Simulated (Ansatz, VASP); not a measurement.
**Cross-check of ZnSi11O23 (silicate glass) between VASP and Ansatz**

Aim: how closely do two programs agree when they are given the same cell, functional and k mesh? The structure shown is the start of the Ansatz relaxation below; VASP solves that cell, so the two are compared at the walk's first step.

Calculated with Ansatz 0.2.0; plane waves, with VASP 6.6.1 beside it; single point at PBE.

### 1. The starting structure

The cell holds 35 atoms: 11 Si, 1 Zn and 23 O. Cell: a = 7.867 Å, b = 7.867 Å, c = 7.867 Å, α = 90.0°, β = 90.0°, γ = 90.0°. As first built, before any earlier steps moved the atoms (in the runner's words): kind silicate glass; units_of_the_quenched_model {'SiO2': 11, 'ZnO': 1}; melt_K 3500; rate_K_ps 20; atoms 35.

### 2. Ansatz: relaxation, PBE

Ansatz runs on its PAW soft_1 files.

The two programs are compared at the cell with which this relaxation starts, whose forces are those of its first step.

input.yaml

```yaml
crystal:
  lattice:
    - [7.8671852534, 0.0, 0.0]
    - [0.0, 7.8671852534, 0.0]
    - [0.0, 0.0, 7.8671852534]
  atoms:
    - { symbol: Si, position: [0.573153, 0.234215, 0.717775] }
    - { symbol: Si, position: [0.787418, 0.811309, 0.556247] }
    - { symbol: Si, position: [0.05481, 0.06917, 0.041846] }
    - { symbol: Si, position: [0.271006, 0.490089, 0.208093] }
    - { symbol: Si, position: [0.43198, 0.14258, 0.062973] }
    - { symbol: Si, position: [0.084617, 0.042039, 0.443697] }
    - { symbol: Si, position: [0.456167, 0.976935, 0.418579] }
    - { symbol: Si, position: [0.9962, 0.431105, 0.919046] }
    - { symbol: Si, position: [0.226745, 0.396287, 0.594928] }
    - { symbol: Si, position: [0.600007, 0.677159, 0.230849] }
    - { symbol: Si, position: [0.813271, 0.769534, 0.925614] }
    - { symbol: Zn, position: [0.831828, 0.423484, 0.454275] }
    - { symbol: O, position: [0.686671, 0.789871, 0.087023] }
    - { symbol: O, position: [0.056929, 0.074362, 0.247556] }
    - { symbol: O, position: [0.608128, 0.80825, 0.410362] }
    - { symbol: O, position: [0.403903, 0.643356, 0.188635] }
    - { symbol: O, position: [0.970297, 0.895765, 0.979992] }
    - { symbol: O, position: [0.238044, 0.481207, 0.409764] }
    - { symbol: O, position: [0.256761, 0.055108, 0.996202] }
    - { symbol: O, position: [0.112064, 0.452874, 0.751505] }
    - { symbol: O, position: [0.409591, 0.359772, 0.664219] }
    - { symbol: O, position: [0.738964, 0.324111, 0.653654] }
    - { symbol: O, position: [0.264794, 0.928908, 0.460281] }
    - { symbol: O, position: [0.478856, 0.054883, 0.237317] }
    - { symbol: O, position: [0.146621, 0.211769, 0.533745] }
    - { symbol: O, position: [0.981648, 0.225427, 0.9496] }
    - { symbol: O, position: [0.099449, 0.488998, 0.089464] }
    - { symbol: O, position: [0.524115, 0.088208, 0.571912] }
    - { symbol: O, position: [0.904903, 0.976129, 0.505437] }
    - { symbol: O, position: [0.37446, 0.32569, 0.13088] }
    - { symbol: O, position: [0.736066, 0.836498, 0.747496] }
    - { symbol: O, position: [0.851426, 0.576243, 0.911145] }
    - { symbol: O, position: [0.557237, 0.181582, 0.91121] }
    - { symbol: O, position: [0.689399, 0.506506, 0.274116] }
    - { symbol: O, position: [0.896743, 0.654558, 0.515929] }
  symmetry: { detect: false }
kpoints:
  mp_grid: { grid: [2, 2, 2] }
scf:
  occupations: { method: fermi_dirac, width: 0.05 }
hamiltonian:
  xc: pbe
  pseudopotentials: { kind: paw, azcp: { folder: soft_1 } }
output:
  forces: true
  stress: true
relax:
  f_tol: 0.04
  max_steps: 160
  escape_saddle: false
  cell: { stress_tol: 0.4, fix: [] }
```

Command:

```
> ansatz run input.yaml --threads 8 --pin off --max-ram 14336MiB --backend cpu --events-out ev --progress --plain --runs-dir out
```

Numbers of over 12 decimals in the logs are rounded to 6 here.

Output:

```text
Engine: ansatz 0.2.0, aarch64-unknown-linux-gnu
Pseudopotentials: kind: paw
Pseudopotential: Si, paw, valence charge 4, recommended cutoff 420 eV (normal), soft_1/Si.paw.azcp
Pseudopotential: Zn, paw, valence charge 12, recommended cutoff 420 eV (normal), soft_1/Zn.paw.azcp
Pseudopotential: O, paw, valence charge 6, recommended cutoff 420 eV (normal), soft_1/O.paw.azcp
Functional definition: PBE
  parameter kappa = 0.804
  parameter beta = 0.066725
  exchange = pbe_x(kappa = kappa, mu = beta*pi^2/3)
  correlation = pbe_c(beta = beta)
Crystal: 35 atoms, lattice volume = 486.921 Å³
Basis set: ecut = 420 eV, 9459 PW (Γ), exchange–correlation on 108×108×108 points (8 copies of the dense FFT grid, shifted against one another)
Bands: 132, of which v1, the nominal top of the filled ones, is band 97 counted from 1 (96 counted from 0)
Symmetry: 1 space group operations
k-points: 8
Non-local potential: Si, projectors of the file, l = 0: 2, l = 1: 2, l = 2: 1
Non-local potential: Zn, projectors of the file, l = 0: 2, l = 1: 2, l = 2: 3, l = 3: 1
Non-local potential: O, projectors of the file, l = 0: 2, l = 1: 2, l = 2: 1
PAW form: soft (Blöchl's): semilocal exchange-correlation on the pseudo side does not see the compensation charge
PAW one-centre angular grid: Si, 110 points (default); XC on 64 Gauss nodes
PAW one-centre angular grid: Zn, 590 points (default); XC on 64 Gauss nodes
PAW one-centre angular grid: O, 110 points (default); XC on 64 Gauss nodes
Initial density: superposition of atomic densities (chi_scale 0.1, normalization cell, long waves kept (reshape's long-wave potential 0.50 eV rms))
Initial wavefunctions: pseudopotential atomic-orbital guess
Functional: x = pbe(κ = 0.804, μ = 0.219515), c = pbe(β = 0.066725)
SCF iter   1: F=—  HF=-23417.272896 eV  |F-HF|=—  |Δ(HF+E_count)|=         —  Δρ=1.31e-1  dr2=7.62e1  ethr=3.10e-3  ⟨swp⟩=6.0  Hψ=4711  notcnv=0  defer=99
preconditioner: auto → Resta (q_TF=auto, 2.340 Å⁻¹)  ε∞=2.8  [insulator: Δε(μ)=4.184 eV  Ē_g=17.639 eV  σ=0.050 eV  W_gap=1.00  n_scr=92 (ndim 8)  ℏωp=23.4 eV  f_vac=0.114  D(μ)=0.00/eV (n_scr^D=0)  ε∞_Penn≈2.8]
SCF iter   2: F=—  HF=-23395.580732 eV  |F-HF|=—  |Δ(HF+E_count)|=    2.17e1  Δρ=4.26e-2  dr2=4.89e0  ethr=3.10e-3  ⟨swp⟩=3.6  Hψ=2637  notcnv=0  defer=236
SCF iter   3: F=—  HF=-23394.705798 eV  |F-HF|=—  |Δ(HF+E_count)|=   8.75e-1  Δρ=2.07e-2  dr2=1.59e0  ethr=2.52e-3  ⟨swp⟩=2.0  Hψ=1731  notcnv=0  defer=237
SCF iter   4: F=—  HF=-23394.645845 eV  |F-HF|=—  |Δ(HF+E_count)|=   6.00e-2  Δρ=8.99e-3  dr2=2.26e-1  ethr=8.19e-4  ⟨swp⟩=4.4  Hψ=1343  notcnv=0  defer=237
SCF iter   5: F=—  HF=-23394.601847 eV  |F-HF|=—  |Δ(HF+E_count)|=   4.40e-2  Δρ=1.54e-3  dr2=1.43e-2  ethr=1.17e-4  ⟨swp⟩=2.0  Hψ=1699  notcnv=0  defer=238
SCF iter   6: F=—  HF=-23394.610860 eV  |F-HF|=—  |Δ(HF+E_count)|=   9.01e-3  Δρ=1.35e-3  dr2=7.23e-3  ethr=7.38e-6  ⟨swp⟩=2.0  Hψ=1476  notcnv=0  defer=238
SCF iter   7: F=—  HF=-23394.610123 eV  |F-HF|=—  |Δ(HF+E_count)|=   7.36e-4  Δρ=3.90e-4  dr2=7.14e-4  ethr=3.73e-6  ⟨swp⟩=2.0  Hψ=1585  notcnv=0  defer=238
SCF iter   8: F=—  HF=-23394.610624 eV  |F-HF|=—  |Δ(HF+E_count)|=   5.00e-4  Δρ=1.24e-4  dr2=7.71e-5  ethr=3.68e-7  ⟨swp⟩=2.0  Hψ=1511  notcnv=0  defer=238
SCF iter   9: F=—  HF=-23394.611211 eV  |F-HF|=—  |Δ(HF+E_count)|=   5.87e-4  Δρ=8.20e-5  dr2=2.34e-5  ethr=3.97e-8  ⟨swp⟩=2.0  Hψ=1587  notcnv=0  defer=238
SCF iter  10: F=—  HF=-23394.611204 eV  |F-HF|=—  |Δ(HF+E_count)|=   6.17e-6  Δρ=1.83e-5  dr2=1.54e-6  ethr=1.21e-8  ⟨swp⟩=2.0  Hψ=1539  notcnv=0  defer=238
SCF iter  11: F=—  HF=-23394.611204 eV  |F-HF|=—  |Δ(HF+E_count)|=   3.33e-7  Δρ=1.02e-5  dr2=4.47e-7  ethr=7.91e-10  ⟨swp⟩=2.0  Hψ=1461  notcnv=0  defer=238
SCF iter  12: F=-23394.611204 eV  HF=-23394.611204 eV  |F-HF|=8.45e-8  |Δ(HF+E_count)|=   1.77e-7  Δρ=4.86e-6  dr2=9.34e-8  ethr=5.15e-11  ⟨swp⟩=3.2  Hψ=4091  notcnv=0
SCF 1 converged in 12 iterations: F = -23394.611204 eV  dr2 = 9.34e-8
  greatest PAW one-centre occupation: 0.989 electrons in one spin orbital (limit 2), on the Zn atom at site 11 (counted from 0), in its partial waves of l = 2
relax step   1: F+E_penalty+E_count = -23394.61120386 eV  Δ(F+E_penalty+E_count) = +0.000e0 eV  max|allowed force component| = 3.767e0 eV/Å  Δτ_max = 0.0000 Å  P = +6.349 GPa  Ω = 486.921 Å³  (12 SCF iters, dr2 threshold 1.00e-7 eV, accepted)
[...]
relax step  12: F+E_penalty+E_count = -23397.88533281 eV  Δ(F+E_penalty+E_count) = -5.817e-4 eV  max|allowed force component| = 1.260e-2 eV/Å  Δτ_max = 0.0146 Å  P = -0.005 GPa  Ω = 500.828 Å³  energy of the carried Pulay correction = -2.825e-2 eV  (7 SCF iters, dr2 threshold 1.92e-7 eV, accepted)
[...]
relax step  13: F+E_penalty+E_count = -23397.93248557 eV  Δ(F+E_penalty+E_count) = -4.715e-2 eV  max|allowed force component| = 1.278e-2 eV/Å  Δτ_max = 0.0000 Å  P = +0.161 GPa  Ω = 500.828 Å³  stress off target by 3.04e-1 GPa  SCF on the basis re-selected at this cell (its energy is not comparable with the rows above)  (5 SCF iters)
basis re-selected at this cell: Δ(F+E_penalty+E_count) = -4.715e-2 eV, ΔP = +0.166 GPa vs the last step (what re-selecting the basis moved, of the pressure what is left beyond the Pulay correction that the steps carried, after the strain that the cell walked since its last selection, with what the two solves' SCF thresholds leave and, on support functions, any second-order correction that the steps lacked; it is no m [...]
SCF converged after 5 iterations
Free energy (F): -23397.932486 eV
Harris-Foulkes:  -23397.932486 eV  (|F-HF|=2.46e-8)
Internal energy: -23397.932486 eV  (E = F + TS)
E sigma→0 (E₀):  -23397.932486 eV
Fermi energy:    4.526173 eV
--- Per-component energies (eV) ---
  E_band       = -972.539549
  E_kinetic    = 4574.987244
  E_local      = -15467.883441  (includes V_loc(G=0)·N_el)
  E_nonlocal   = 2265.127423
  E_hartree    = 5905.417884
  E_xc         = -2355.813243
  E_vxc        = -2690.765214  (∫ρ·V_xc dr)
  E_paw        = -11291.418934  (= ΣΔE_a)
  E_vpaw       = -1464.862492  (= ΣTr[D̂ρ^β])
  E_aug_tail   = 0.018683  (compensation charges beyond the density's cutoff)
  E_ewald      = -7028.368102
  E_smearing   = -0.000000  (= −TS)
  E_closure    = -0.000000  (closes the sum)
  Σ components = -23397.932486   (vs F -23397.932486, Δ=0.00e0)
--- Forces (eV/Å), atoms counted from 1 ---
  atom   1  Si     0.00040758     0.00625716    -0.00508235
  atom   2  Si    -0.00464293    -0.00508909     0.00517786
  atom   3  Si     0.00295757    -0.00103386     0.00109591
  atom   4  Si    -0.00599825    -0.00618955    -0.00149997
  atom   5  Si    -0.00332512     0.00354240    -0.00239773
  atom   6  Si     0.00399400     0.00757902    -0.00102109
  atom   7  Si     0.00028077    -0.00483340    -0.00593474
  atom   8  Si     0.00624194     0.00247815     0.00568930
  atom   9  Si     0.00022270    -0.00306998     0.00182237
  atom  10  Si    -0.00697275     0.00036244     0.01278296
  atom  11  Si     0.00361192    -0.00190146    -0.00393102
  atom  12  Zn    -0.00406574     0.00713097    -0.00613979
  atom  13  O     -0.00107728    -0.00000777     0.00117461
  atom  14  O     -0.00017846    -0.00109632     0.00264338
  atom  15  O      0.00178568    -0.00025013     0.00207828
  atom  16  O      0.00836902     0.00115611    -0.00032527
  atom  17  O     -0.00283576    -0.00006661     0.00167982
  atom  18  O     -0.00088632     0.00142092     0.00454308
  atom  19  O     -0.00313579    -0.00004333     0.00002275
  atom  20  O      0.00144954     0.00127265    -0.00246643
  atom  21  O      0.00237808     0.00327507    -0.00127168
  atom  22  O      0.00050063    -0.00194571     0.00192850
  atom  23  O      0.00172342    -0.00218260     0.00000314
  atom  24  O     -0.00086366    -0.00095499     0.00164776
[...]
atom  28  O     -0.00582718     0.00597431     0.00021422
  atom  29  O      0.00392469    -0.00073849    -0.00508927
  atom  30  O      0.00000446    -0.00077242     0.00094894
  atom  31  O     -0.00079200    -0.00370949    -0.00410987
  atom  32  O      0.00174696     0.00001712     0.00295523
  atom  33  O      0.00228930    -0.00087260    -0.00263062
  atom  34  O      0.00340422    -0.00654261     0.00160529
  atom  35  O     -0.00118371     0.00295725    -0.00043164
  max |Σ_I F_I| component: 1.41e-5 eV/Å
--- Stress (GPa, compression-positive) ---
        0.247058      -0.056272      -0.014166
       -0.056262       0.248065      -0.014784
       -0.014170      -0.014783      -0.012253
  P = ⅓ Tr σ = 0.1610 GPa (1.610 kbar)
--- Relaxed structure (12 steps of the walk, 12 accepted, 1 SCFs on fresh bases) ---
  F+E_penalty+E_count = -23397.93248557 eV   max|allowed force component| = 1.278e-2 eV/Å   (the final SCF, on the basis selected at the relaxed cell)
  cell:  # Å, volume = 500.8284 Å³
    - [8.057836, -0.065607, -0.028960]
    - [-0.065607, 8.069177, -0.035368]
    - [-0.028960, -0.035368, 7.703441]
  atoms:
    - { symbol: Si, position: [0.568219, 0.220531, 0.709520] }
    - { symbol: Si, position: [0.797741, 0.805416, 0.546986] }
    - { symbol: Si, position: [0.055178, 0.084387, 0.030718] }
    - { symbol: Si, position: [0.280344, 0.498734, 0.216933] }
    - { symbol: Si, position: [0.417564, 0.155399, 0.063395] }
    - { symbol: Si, position: [0.094751, 0.037401, 0.436681] }
    - { symbol: Si, position: [0.455175, 0.963115, 0.415420] }
    - { symbol: Si, position: [1.022652, 0.452755, 0.927767] }
    - { symbol: Si, position: [0.235180, 0.375097, 0.600330] }
    - { symbol: Si, position: [0.600306, 0.667161, 0.229128] }
    - { symbol: Si, position: [0.816990, 0.775090, 0.924274] }
    - { symbol: Zn, position: [0.770907, 0.435649, 0.482130] }
    - { symbol: O, position: [0.686837, 0.782754, 0.083724] }
    - { symbol: O, position: [0.050282, 0.098472, 0.241990] }
    - { symbol: O, position: [0.606205, 0.807074, 0.413625] }
    - { symbol: O, position: [0.400348, 0.663189, 0.192421] }
    - { symbol: O, position: [0.961683, 0.916030, 0.960197] }
    - { symbol: O, position: [0.236758, 0.481295, 0.421729] }
    - { symbol: O, position: [0.250858, 0.068769, 0.976338] }
    - { symbol: O, position: [0.135099, 0.468059, 0.753449] }
    - { symbol: O, position: [0.424745, 0.358359, 0.670777] }
    - { symbol: O, position: [0.748337, 0.287803, 0.659319] }
    - { symbol: O, position: [0.257618, 0.912771, 0.434029] }
    - { symbol: O, position: [0.486754, 0.051409, 0.230529] }
    - { symbol: O, position: [0.147208, 0.195249, 0.558484] }
    - { symbol: O, position: [0.975773, 0.256339, 0.958748] }
    - { symbol: O, position: [0.114966, 0.527337, 0.102135] }
    - { symbol: O, position: [0.515832, 0.059929, 0.586100] }
    - { symbol: O, position: [0.920775, 0.962144, 0.509587] }
    - { symbol: O, position: [0.369702, 0.335961, 0.138890] }
    - { symbol: O, position: [0.723111, 0.822272, 0.742202] }
    - { symbol: O, position: [0.872082, 0.582620, 0.903643] }
    - { symbol: O, position: [0.558319, 0.164703, 0.914233] }
    - { symbol: O, position: [0.668467, 0.489627, 0.269010] }
    - { symbol: O, position: [0.887505, 0.641081, 0.496926] }
```

[end of part 1 of 2]

[Lines on the potential files, build, host, timing and source positions are cut from VASP's logs without a mark.]

[Logs are printed without paths, hosts, clocks, repeated set-up lines and the standing remarks that a program may print on its own settings, such as how far it seeks lower states.]

[Hosts, paths, dates, database ids (printed as entryN), source tags and the programs' standing remarks are cut or masked in the printed files.]
